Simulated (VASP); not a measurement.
These are PBE GGA, VASP's PBE PAW potentials (set 64) (plane waves; VASP) values and carry that method's errors.

The input files of a VASP run:

### INCAR
```
SYSTEM  =  Nb
PREC  =  Accurate; ENCUT  =  520; LREAL  =  .False.
LASPH  =  .True.
EDIFF  =  1E-7; NELM  =  100; ALGO  =  Normal
LMAXMIX  =  4
ISMEAR  =  1; SIGMA  =  0.1
GGA  =  PE
ISIF  =  2
LWAVE  =  .False.; LCHARG  =  .False.
```

### POSCAR
```
Nb
1
   -1.6872085373     1.6872085373     1.6872085373
    1.6872085373    -1.6872085373     1.6872085373
    1.6872085373     1.6872085373    -1.6872085373
Nb
1
Direct
  0.0000000000   0.0000000000   0.0000000000
```

**KPOINTS**
```
Automatic mesh
0
Gamma
15 15 15
0 0 0
```

POTCAR, in this order: Nb_sv (PBE.64 set). Program: vasp_std.

The resulting files:

OSZICAR:
```
       N       E                     dE             d eps       ncg     rms          rms(c)
DAV:   1     0.117509366507E+03    0.11751E+03   -0.74470E+03  2408   0.128E+03
DAV:   2    -0.480313168867E+01   -0.12231E+03   -0.11895E+03  2594   0.444E+02
DAV:   3    -0.103575461091E+02   -0.55544E+01   -0.52019E+01  3586   0.797E+01
DAV:   4    -0.106500146698E+02   -0.29247E+00   -0.28807E+00  3186   0.170E+01
DAV:   5    -0.106699156387E+02   -0.19901E-01   -0.19880E-01  3898   0.344E+00    0.651E+00
DAV:   6    -0.102308953247E+02    0.43902E+00   -0.87559E-01  3710   0.122E+01    0.223E+00
DAV:   7    -0.101786650616E+02    0.52230E-01   -0.25766E-01  3746   0.652E+00    0.984E-01
DAV:   8    -0.101832496639E+02   -0.45846E-02   -0.12402E-02  2688   0.167E+00    0.834E-02
DAV:   9    -0.101832410765E+02    0.85873E-05   -0.13735E-03  4336   0.467E-01    0.320E-02
DAV:  10    -0.101832553138E+02   -0.14237E-04   -0.28552E-05  2774   0.907E-02    0.135E-02
DAV:  11    -0.101832496902E+02    0.56236E-05   -0.48604E-06  3552   0.338E-02    0.332E-03
DAV:  12    -0.101832497868E+02   -0.96577E-07   -0.85768E-08  1856   0.410E-03
   1 F= -.10183250E+02 E0= -.10182782E+02  d E =-.140265E-02
```

### OUTCAR
```
------------------------ aborting loop because EDIFF is reached ----------------------------------------
  FORCE on cell =-STRESS in cart. coord.  units (eV):
  Direction    XX          YY          ZZ          XY          YZ          ZX
  --------------------------------------------------------------------------------------
  Total       -1.0793029     -1.0793029     -1.0793029     -0.0000000     -0.0000000      0.0000000
  in kB      -90.0093539    -90.0093539    -90.0093539     -0.0000000     -0.0000000      0.0000000
  external PRESSURE =     -90.0093539 kB  Pullay stress =       0.0000000 kB
  volume of cell :       19.21
      direct lattice vectors                 reciprocal lattice vectors
    -1.687208537  1.687208537  1.687208537     0.000000000  0.296347481  0.296347481
     1.687208537 -1.687208537  1.687208537     0.296347481  0.000000000  0.296347481
     1.687208537  1.687208537 -1.687208537     0.296347481  0.296347481  0.000000000
 POSITION                                       TOTAL-FORCE (eV/Angst)
 -----------------------------------------------------------------------------------
      0.00000      0.00000      0.00000        -0.000000      0.000000     -0.000000
 -----------------------------------------------------------------------------------
    total drift:                               -0.000000     -0.000000      0.000000
  FREE ENERGIE OF THE ION-ELECTRON SYSTEM (eV)
  ---------------------------------------------------
  free  energy   TOTEN  =       -10.1832497868 eV

  energy  without entropy=      -10.1818471341  energy(sigma->0) =      -10.18278224
```
(Selected blocks of OUTCAR.)

The compound is Nb in the bcc structure. This cell is one point of a volume scan, at 1.06 of the reference volume.
